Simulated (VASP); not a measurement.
Energy against volume of Cr (bcc, AFM order). Method: PBE GGA, VASP's PBE PAW potentials (set 64) (plane waves; VASP).

```json
[
 {"V (Å³/atom)": "11.052", "E (eV/atom)": "-9.50028"},
 {"V (Å³/atom)": "11.405", "E (eV/atom)": "-9.52340"},
 {"V (Å³/atom)": "11.757", "E (eV/atom)": "-9.53085"},
 {"V (Å³/atom)": "12.110", "E (eV/atom)": "-9.52606"},
 {"V (Å³/atom)": "12.463", "E (eV/atom)": "-9.51169"}
]
```

**Question.** Fit a third-order Birch-Murnaghan equation of state.

**Answer.** 
```yaml
volume_per_atom: 11.78 Å³/atom
bulk_modulus: 182 GPa
pressure_derivative_of_the_bulk_modulus: 7.26
lattice_constant_a: 2.867 Å
```

Measured: a 2.877 Å at 0 K (computed value off by -0.3 %), as given by H. Levämäki et al., Physical Review B (2014), arXiv:1402.3671 [corrected for temperature and zero-point phonon effects].

The compound is Cr in the bcc, AFM order structure. It was relaxed first.
